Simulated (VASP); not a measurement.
# Y2C in VASP: notebook, part 2 of 2

VASP 6.6.1.

### Step 5. Single point, PBEsol

This run uses another cell than the first one, of 39.25 Å³/atom, 1.630 times its volume.

INCAR reads:

```
  PREC = Accurate
  ENCUT = 460
  EDIFF = 1E-7
  ISMEAR = 1
  SIGMA = 0.1
  LREAL = F
  LASPH = T
  NELM = 120
  ALGO = Normal
  ISIF = 2
  LWAVE = F
  LCHARG = F
  LDIPOL = T
  IDIPOL = 3
  DIPOL = 0.5 0.5 0.500
  GGA = PS
  NBANDS = 40
  LVHAR = T
  LVACPOTAV = T
```

KPOINTS reads:

```
Automatic mesh
0
Gamma
  11 11 1
```

POSCAR reads:

```
Y2C
1.0
    3.6248384738      0.0000000000      0.0000000000
   -1.8124192369      3.1392022029      0.0000000000
    0.0000000000      0.0000000000     20.6970909600
Y C
4 2
Direct
    0.0000000000      0.0000000000      0.2898958125
    0.3333333333      0.6666666667      0.4207881666
    0.6666666667      0.3333333333      0.5792118334
    0.0000000000      0.0000000000      0.7101041875
    0.6666666667      0.3333333333      0.3553419896
    0.3333333333      0.6666666667      0.6446580104
```

Potentials or basis: VASP PAW PBE potentials, release 64 (Y_sv, C).

Command:

```console
> cat potpaw_PBE.64/Y_sv/POTCAR potpaw_PBE.64/C/POTCAR > POTCAR
> mpirun -np 1 vasp_std > vasp.out
```

OUTCAR:

```text
PREC = Accurate
   ENCUT = 460
   EDIFF = 1E-7
   ISMEAR = 1
   LREAL = F
   LASPH = T
   NELM = 120
   ISIF = 2
   GGA = PS

 Found     16 irreducible k-points:

 Following reciprocal coordinates:
            Coordinates               Weight
  0.000000  0.000000  0.000000      1.000000
  0.090909 -0.000000  0.000000      6.000000
  0.181818 -0.000000  0.000000      6.000000
  0.272727 -0.000000  0.000000      6.000000
  0.363636 -0.000000  0.000000      6.000000
  0.454545 -0.000000  0.000000      6.000000
   k-points           NKPTS =     16   k-points in BZ     NKDIM =     16   number of bands    NBANDS=     40
   number of dos      NEDOS =    301   number of ions     NIONS =      6
   total plane-waves  NPLWV = 117600
   dimension x,y,z NGX =    28 NGY =   28 NGZ =  150
   dimension x,y,z NGXF=    56 NGYF=   56 NGZF=  300
   ions per type =               4   2
   NGX,Y,Z   is equivalent  to a cutoff of  12.84, 12.84, 12.05 a.u.
   NGXF,Y,Z  is equivalent  to a cutoff of  25.68, 25.68, 24.10 a.u.
 SYSTEM =  unknown system
   PREC   = accura    normal or accurate (medium, high low for compatibility)
   ISTART =      0    job   : 0-new  1-cont  2-samecut
   ICHARG =      2    charge: 1-file 2-atom 10-const
   ISPIN  =      1    spin polarized calculation?
   LNONCOLLINEAR =      F non collinear calculations
   LSORBIT =      F    spin-orbit coupling
   LASPH  =      T    aspherical Exc in radial PAW
   ENCUT  =  460.0 eV  33.81 Ry    5.81 a.u.   6.34  6.34 36.19*2*pi/ulx,y,z
   NELM   =    120;   NELMIN=  2; NELMDL= -5     # of ELM steps
   EDIFF  = 0.1E-06   stopping-criterion for ELM
   LREAL  =      F    real-space projection
   EDIFFG = 0.1E-05   stopping-criterion for IOM
   NSW    =      0    number of steps for IOM
   IBRION =     -1    ionic relax: 0-MD 1-quasi-New 2-CG
   NFREE  =      0    steps in history (QN), initial steepest desc. (CG)
   ISIF   =      2    stress and relaxation
   ISYM   =      2    0-nonsym 1-usesym 2-fastsym
   POTIM  = 0.5000    time-step for ionic-motion
   TEBEG  =    0.0;   TEEND  =   0.0 temperature during run
   PSTRESS=    0.0 pullay stress
   NELECT =      52.0000    total number of electrons
   NUPDOWN=      -1.0000    fix difference up-down
   EMIN   =  10.00;   EMAX   =-10.00  energy-range for DOS
   EFERMI =   0.00;   METHOD = LEGACY
   ISMEAR =     1;   SIGMA  =   0.10  broadening in eV -4-tet -1-fermi 0-gaus
   EFERMI_NEDOS =   21; number of points for ismear=-14 and -15
   IALGO  =     38    algorithm
   IMIX   =      4    mixing-type and parameters
     AMIX     =   0.40;   BMIX     =  1.00
     AMIX_MAG =   1.60;   BMIX_MAG =  1.00
  volume/ion in A,a.u.               =      39.25       264.89
  Fermi-wavevector in a.u.,A,eV,Ry     =   0.989472  1.869831 13.320851  0.979055
  Thomas-Fermi vector in A             =   2.121073
   LORBIT       =      0    0 simple, 1 ext, 2 COOP (PROOUT), +10 PAW based schemes
   GGA     = PS    functional components
   LHFCALC =     F    Hartree Fock is set to
   AEXX    =    0.0000 exact exchange contribution
   IVDW    =     0    specifies the selected vdW correction
   LEPSILON=     F    determine dielectric tensor
   LRPA    =     F    only Hartree local field effects (RPA)
 non-spin polarized calculation
 Methfessel and Paxton  Order N= 1 SIGMA  =   0.10
  energy-cutoff  :      460.00
  volume of cell :      235.51
 maximum number of plane-waves:      5309
 NGX is ok and might be reduce to    28
   NGX = 13   NGY = 13   NGZ = 73

 dipolmoment           0.000000      0.000000      0.000000 electrons x Angstroem

 number of electron      52.0000000 magnetization

 dipolmoment           0.000000      0.000000     -0.000000 electrons x Angstroem

 Free energy of the ion-electron system (eV)
  ---------------------------------------------------
  ext. energy  EPLUGINS =         0.00000000
  ---------------------------------------------------
  free energy    TOTEN  =       -47.25430618 eV

  energy without entropy =      -47.24771931  energy(sigma->0) =      -47.25211055

 E-fermi :   0.4790     XC(G=0):  -6.6184

 val. band max:        0.4539210737   @ k =   0.2727  -0.0000   0.0000
 cond. band min:       0.4790417679   @ k =   0.1818   0.0909   0.0000
 fundamental gap:      0.0251206942
 Fermi energy:         0.4789821417

 k-point     1 :       0.0000    0.0000    0.0000
  band No.  band energies     occupation
      1     -41.9175      2.00000
      2     -41.9174      2.00000
      3     -41.4256      2.00000
      4     -41.4137      2.00000
      5     -22.1549      2.00000
      6     -22.1381      2.00000
[... 30 lines left out ...]
     37       4.0707      0.00000
     38       4.0707      0.00000

 k-point     2 :       0.0909   -0.0000    0.0000
  band No.  band energies     occupation
      1     -41.9141      2.00000
      2     -41.9141      2.00000
      3     -41.4222      2.00000
      4     -41.4107      2.00000
      5     -22.1456      2.00000
      6     -22.1307      2.00000
[... 30 lines left out ...]
     37       3.9455      0.00000
     38       4.1021      0.00000

 k-point     3 :       0.1818   -0.0000    0.0000
  band No.  band energies     occupation
      1     -41.9050      2.00000
      2     -41.9050      2.00000
      3     -41.4131      2.00000
      4     -41.4029      2.00000
      5     -22.1223      2.00000
      6     -22.1126      2.00000
[... 30 lines left out ...]
     37       4.1467      0.00000
     38       4.2389      0.00000

 k-point     4 :       0.2727   -0.0000    0.0000
  band No.  band energies     occupation
      1     -41.8931      2.00000
      2     -41.8931      2.00000
      3     -41.4011      2.00000
      4     -41.3928      2.00000
      5     -22.1049      2.00000
      6     -22.1012      2.00000
[... 30 lines left out ...]
     37       4.2085      0.00000
     38       4.5585      0.00000

 k-point     5 :       0.3636   -0.0000    0.0000
  band No.  band energies     occupation
      1     -41.8821      2.00000
      2     -41.8821      2.00000
      3     -41.3897      2.00000
      4     -41.3837      2.00000
      5     -22.1576      2.00000
      6     -22.1565      2.00000
[... 30 lines left out ...]
     37       4.7741      0.00000
     38       5.0127      0.00000

 k-point     6 :       0.4545   -0.0000    0.0000
  band No.  band energies     occupation
      1     -41.8756      2.00000
      2     -41.8756      2.00000
      3     -41.3827      2.00000
      4     -41.3785      2.00000
      5     -22.2178      2.00000
      6     -22.2158      2.00000
[... 30 lines left out ...]
     37       4.8691      0.00000
     38       5.1143      0.00000

 [... further k-points ...]

 [bands above 38 left out]

------------------------ aborting loop because EDIFF is reached ----------------------------------------

  FORCE on cell =-STRESS in cart. coord.  units (eV):
  Direction    XX          YY          ZZ          XY          YZ          ZX
  --------------------------------------------------------------------------------------
  -------------------------------------------------------------------------------------
  Total       -4.4253661     -4.4253661     -2.6250291     -0.0000000      0.0000000      0.0000000
  in kB      -30.1052704    -30.1052704    -17.8577789     -0.0000000      0.0000000      0.0000000
  external PRESSURE =     -26.0227732 kB  Pullay stress =       0.0000000 kB

 VOLUME and BASIS-vectors are now :
 -----------------------------------------------------------------------------
  energy-cutoff  :      460.00
  volume of cell :      235.51
      direct lattice vectors                 reciprocal lattice vectors
     3.624838474  0.000000000  0.000000000     0.275874362  0.159276137  0.000000000
    -1.812419237  3.139202203  0.000000000     0.000000000  0.318552274  0.000000000
     0.000000000  0.000000000 20.697090960     0.000000000  0.000000000  0.048315969

 POSITION                                       TOTAL-FORCE (eV/Angst)
 -----------------------------------------------------------------------------------
      0.00000      0.00000      6.00000         0.000000      0.000000      0.786044
     -0.00000      2.09280      8.70909         0.000000     -0.000000     -0.318200
      1.81242      1.04640     11.98800        -0.000000      0.000000      0.318200
      0.00000      0.00000     14.69709         0.000000     -0.000000     -0.786044
      1.81242      1.04640      7.35455         0.000000      0.000000     -0.540896
     -0.00000      2.09280     13.34255        -0.000000     -0.000000      0.540896
 -----------------------------------------------------------------------------------
    total drift:                               -0.000000      0.000000     -0.000000

  FREE ENERGIE OF THE ION-ELECTRON SYSTEM (eV)
  ---------------------------------------------------
  free  energy   TOTEN  =       -47.2543061758 eV

  energy  without entropy=      -47.2477193124  energy(sigma->0) =      -47.25211055
```

Wall time 2.3 min (1 thread of Intel Xeon 6975P-C (Granite Rapids), shared host); peak memory 0.39 GiB.

The run converged, but some of its settings lie outside the range that counts as converged, so its numbers aren't taken as properties of the slab.

What came out:

* Free energy: -47.2543 eV
* Largest force: 0.786 eV/Å
* Band gap on the k mesh: none (metal or under the smearing width)

Caveat: the cutoff is under 1.25 times the usual one of these potentials, so pressure, stress and relaxed cells hold a basis-set (Pulay) error; the PAW data sets were made with another functional, which shifts forces and pressure a little.

### Step 6. Single point, PBEsol

This run uses another cell than the first one, of 35.46 Å³/atom, 1.473 times its volume.

Changes to INCAR since step 5:

```diff
@@ -12,5 +12,2 @@
   LCHARG = F
-  LDIPOL = T
-  IDIPOL = 3
-  DIPOL = 0.5 0.5 0.500
   GGA = PS
@@ -19 +16,2 @@
   LVACPOTAV = T
+  IDIPOL = 3
```

KPOINTS reads:

```
Automatic mesh
0
Gamma
  13 13 1
```

POSCAR reads:

```
Y2C
1.0
    3.6248384738      0.0000000000      0.0000000000
   -1.8124192369      3.1392022029      0.0000000000
    0.0000000000      0.0000000000     18.6970909600
Y C
4 2
Direct
    0.0000000000      0.0000000000      0.2674212802
    0.3333333333      0.6666666667      0.4123149947
    0.6666666667      0.3333333333      0.5876850053
    0.0000000000      0.0000000000      0.7325787198
    0.6666666667      0.3333333333      0.3398681374
    0.3333333333      0.6666666667      0.6601318626
```

Potentials or basis: VASP PAW PBE potentials, release 64 (Y_sv, C).

Command:

```console
> cat potpaw_PBE.64/Y_sv/POTCAR potpaw_PBE.64/C/POTCAR > POTCAR
> mpirun -np 1 vasp_std > vasp.out
```

Run time: 2.2 min. Hardware: 1 thread of Intel Xeon 6975P-C (Granite Rapids), shared host; peak memory 0.4 GiB.

The run converged, but some of its settings lie outside the range that counts as converged, so its numbers aren't taken as properties of the slab.

Results:

- Free energy: -47.2598 eV
- Largest force: 0.834 eV/Å
- Band gap on the k mesh: none (metal or under the smearing width)

Caveat: the cutoff is under 1.25 times the usual one of these potentials, so pressure, stress and relaxed cells hold a basis-set (Pulay) error; the PAW data sets were made with another functional, which shifts forces and pressure a little.
